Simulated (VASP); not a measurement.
# Hf8SO15 (a cell with a defect): electric field gradients with PBE

The system is Hf8SO15 (a cell with a defect).

```
Hf S O
1.0
     0.00000    5.11500    5.11500
     5.11500    0.00000    5.11500
     5.11500    5.11500    0.00000
Hf S O
8 1 15
Direct
  0.00000 0.00000 0.00000
  0.00000 0.00000 0.50000
  0.00000 0.50000 0.00000
  0.00000 0.50000 0.50000
  0.50000 0.00000 0.00000
  0.50000 0.00000 0.50000
  0.50000 0.50000 0.00000
  0.50000 0.50000 0.50000
  0.12500 0.12500 0.12500
  0.12500 0.12500 0.62500
  0.12500 0.62500 0.12500
  0.12500 0.62500 0.62500
  0.62500 0.12500 0.12500
  0.62500 0.12500 0.62500
  0.62500 0.62500 0.12500
  0.62500 0.62500 0.62500
  0.37500 0.37500 0.37500
  0.37500 0.37500 0.87500
  0.37500 0.87500 0.37500
  0.37500 0.87500 0.87500
  0.87500 0.37500 0.37500
  0.87500 0.37500 0.87500
  0.87500 0.87500 0.37500
  0.87500 0.87500 0.87500
```

* Program: VASP 6.6.1
* Task: electric field gradients
* Functional: PBE
* Potentials or basis: VASP PAW PBE potentials, release 64 (Hf_pv, S, O)
* Cutoff: 520 eV
* k mesh: 3 × 3 × 3
* Occupations: fermi-dirac, width 0.01 eV
* Spin: no spin polarisation
* Dipole correction: no
* Further INCAR settings: LREAL = Auto; ALGO = Fast; EDIFF = 1e-08; NBANDS = 106

* Pressure: 7.9 GPa
* Largest force: 5.923 eV/Å
* Band gap on the k mesh: 3.14 eV, direct

Forces in eV/Å, atoms in the order of the input:
```
Hf  -3.420 -3.420 -3.420
Hf   3.420  3.420 -3.420
Hf   3.420 -3.420  3.420
Hf  -0.053  0.053  0.053
Hf  -3.420  3.420  3.420
Hf   0.053 -0.053  0.053
Hf   0.053  0.053 -0.053
Hf  -0.053 -0.053 -0.053
S    0.000  0.000  0.000
O    0.000  0.000  0.149
O    0.000  0.149  0.000
O   -0.149  0.000  0.000
O    0.149  0.000  0.000
O    0.000 -0.149  0.000
O    0.000  0.000 -0.149
O    0.000  0.000  0.000
O    0.000  0.000  0.000
O    0.000  0.000  0.650
O    0.000  0.650  0.000
O   -0.650  0.000  0.000
O    0.650  0.000  0.000
O    0.000 -0.650  0.000
O    0.000  0.000 -0.650
O    0.000  0.000  0.000
```

Levels at points of the mesh, in eV from the valence-band top:
```tsv
k point	band 86	band 87	band 88	band 89	band 90	band 91
(0.00, 0.00, 0.00)	0.00	0.00	0.00	3.14	3.14	3.14
```

Electric field gradients, principal values (V/Å²):
| atom | Vxx | Vyy | Vzz |
| --- | --- | --- | --- |
| 1 Hf | 55.747 | 55.747 | -111.495 |
| 2 Hf | 55.746 | 55.748 | -111.494 |
| 3 Hf | 55.746 | 55.748 | -111.494 |
| 4 Hf | 0.564 | 0.565 | -1.129 |
| 5 Hf | 55.746 | 55.748 | -111.494 |
| 6 Hf | 0.564 | 0.565 | -1.129 |
| 7 Hf | 0.564 | 0.565 | -1.129 |
| 8 Hf | 0.565 | 0.565 | -1.130 |
| 9 S | -0.001 | -0.001 | 0.002 |
| 10 O | 0.020 | 0.703 | -0.724 |
| 11 O | 0.020 | 0.703 | -0.724 |
| 12 O | 0.016 | 0.708 | -0.724 |
| 13 O | 0.020 | 0.703 | -0.724 |
| 14 O | 0.016 | 0.708 | -0.724 |
| 15 O | 0.016 | 0.708 | -0.724 |
| 16 O | -0.002 | -0.002 | 0.004 |
| 17 O | -0.002 | -0.002 | 0.004 |
| 18 O | 1.091 | 2.669 | -3.760 |
| 19 O | 1.091 | 2.669 | -3.760 |
| 20 O | 1.086 | 2.669 | -3.755 |
| 21 O | 1.091 | 2.669 | -3.760 |
| 22 O | 1.086 | 2.669 | -3.755 |
| 23 O | 1.086 | 2.669 | -3.755 |
| 24 O | -0.002 | -0.002 | 0.004 |

It took 6.2 min on 1 thread of AMD EPYC 7R13 Processor (Zen 3) (shared host), peak memory 0.4 GiB.

Caveat: spin-orbit coupling is left out, which moves the levels of the heavy elements.
